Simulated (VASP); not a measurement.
Given:

```yaml
crystal:
  lattice:
    - [3.73535, 0.00000, 0.00000]
    - [0.00000, 3.73535, 0.00000]
    - [0.00000, 0.00000, 3.73535]
  atoms:
    - { symbol: Y, position: [0.50000, 0.50000, 0.50000] }
    - { symbol: Tl, position: [0.00000, 0.00000, 0.00000] }
```

All values below come from PBEsol GGA, VASP's PBE PAW potentials (set 64) (plane waves; VASP 6.6.1). Run with 400 eV cut-off, 11×11×11 Γ-centred mesh, tetrahedra with Blöchl corrections, potentials Y_sv Tl_d.

Unless said otherwise, spin-orbit coupling is left out, though it shifts the bands of the heavy elements here.

### Question
Tabulate the total density of states (states/eV per cell) against energy (eV; zero at the valence-band maximum or, without a gap, the Fermi level).

### Answer

```
E (eV) | DOS (states/eV)
    -9.98 |  0.00
    -9.77 |  0.00
    -9.66 |  0.00
    -9.46 |  0.00
    -9.25 |  0.00
    -9.14 |  0.00
    -8.93 | # 0.09
    -8.83 | # 0.12
    -8.62 | # 0.20
    -8.41 | ## 0.24
    -8.31 | ## 0.27
    -8.10 | ### 0.33
    -7.89 | ### 0.39
    -7.78 | ### 0.42
    -7.58 | #### 0.51
    -7.47 | #### 0.56
    -7.26 | ##### 0.71
    -7.05 | ####### 0.93
    -6.95 | ########## 1.27
    -6.74 | ########## 1.30
    -6.53 | ######### 1.23
    -6.43 | ######### 1.14
    -6.22 | ##### 0.61
    -6.01 | ### 0.38
    -5.90 | ## 0.31
    -5.70 | ## 0.21
    -5.59 | # 0.17
    -5.38 | # 0.12
    -5.17 | # 0.08
    -5.07 |  0.06
    -4.86 |  0.03
    -4.65 |  0.02
    -4.55 |  0.00
    -4.34 |  0.00
    -4.13 |  0.00
    -4.02 |  0.02
    -3.81 | # 0.16
    -3.71 | # 0.18
    -3.50 | ## 0.27
    -3.29 | ### 0.34
    -3.19 | ### 0.38
    -2.98 | #### 0.47
    -2.77 | #### 0.58
    -2.67 | ##### 0.65
    -2.46 | ####### 0.97
    -2.35 | ########### 1.45
    -2.14 | ################ 2.18
    -1.93 | ############ 1.60
    -1.83 | ########## 1.36
    -1.62 | ######## 1.07
    -1.41 | ######### 1.17
    -1.31 | ######### 1.18
    -1.10 | ######### 1.16
    -0.89 | ######### 1.22
    -0.79 | ########## 1.26
    -0.58 | ######### 1.15
    -0.47 | ########### 1.43
    -0.26 | ########### 1.40
    -0.05 | ########### 1.52
     0.05 | ######### 1.16
     0.26 | ##### 0.64
     0.47 | ################ 2.06
     0.57 | ###################### 2.92
     0.78 | ############################## 3.98
     0.99 | ############# 1.75
     1.10 | ############## 1.80
     1.30 | ################ 2.13
     1.41 | ############### 2.02
     1.62 | ################# 2.29
     1.83 | ###### 0.86
     1.93 | ###### 0.79
     2.14 | ####### 0.93
     2.35 | ############# 1.76
     2.45 | ################# 2.30
     2.66 | ################### 2.54
     2.77 | ############### 2.01
     2.98 | ################ 2.06
     3.19 | ############# 1.67
     3.29 | ########## 1.33
     3.50 | ############ 1.57
```
Within 2 eV below the Fermi level the largest weight inside VASP's projection spheres is Y d, then Tl p.

The structure comes from a measured YTl entry (Pm-3m) of the Crystallography Open Database, whose conditions weren't checked. It was relaxed first.
